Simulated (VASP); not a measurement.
Energy against volume of Cu₂O (cuprite). Calculation: PBEsol GGA, VASP's PBE PAW potentials (set 64) (plane waves; VASP 6.6.1).

```
V (Å³/atom)  E (eV/atom)
-----------  -----------
11.891          -4.97299
12.270          -4.98895
12.650          -4.99389
13.029          -4.98958
13.409          -4.97749
```

Task: Fit a third-order Birch-Murnaghan equation of state.

Result: 
```
Quantity                                         Result
---------------------------------------  --------------
volume per atom                          12.65 Å^3/atom
bulk modulus                                    130 GPa
pressure derivative of the bulk modulus            4.79
lattice constant a                             423.4 pm
```

Measured: a 4.276 Å at 15 K (computed value off by -1.0 %), as given by Leila H. N. Rimmer et al., Physical Review B (2014), arXiv:1402.1026. The calculation is for a static lattice, while the measured a holds thermal and zero-point effects, which are part of the difference.

The compound is Cu2O in the cuprite structure. It was relaxed first.
